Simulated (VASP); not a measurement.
Given:

```
GeSb2Te4
1.0
    2.11472     1.22093    13.76795
   -2.11472     1.22093    13.76795
    0.00000    -2.44187    13.76795
Ge Sb Te
1 2 4
Cartesian
  0.00000   0.00000   0.00000
  0.00000   0.00000  17.64914
  0.00000   0.00000  23.65471
  0.00000   0.00000   5.48102
  0.00000   0.00000  35.82283
  0.00000   0.00000  11.96986
  0.00000   0.00000  29.33399
```

Level of theory: PBE GGA, VASP's PBE PAW potentials (set 64) (plane waves; VASP). Settings: 300 eV cut-off, 5×5×5 Γ-centred mesh, Fermi-Dirac smearing of 0.10 eV, potentials Ge_d Sb Te.

At this cut-off the stress carries a Pulay error, which pulls relaxed volumes low.

Question: Which forces act on the atoms, in eV/Å?

Answer: 
```tsv
atom	Fx	Fy	Fz
Ge1	0.000	0.000	0.000
Sb2	0.000	0.000	-0.992
Sb3	0.000	0.000	0.992
Te4	0.000	0.000	0.701
Te5	0.000	0.000	-0.701
Te6	0.000	0.000	0.212
Te7	0.000	0.000	-0.212
```

Question: Give the stress tensor in GPa (positive for a compressed cell).

Answer: 
```
2.67  0.00  0.00
0.00  2.67  0.00
0.00  0.00  1.67
```
The pressure is its mean diagonal, 2.34 GPa.

The structure was generated: GeSb2Te4 was put into an ordered model structure, which need not be its known phase. The cell was not relaxed at this level.
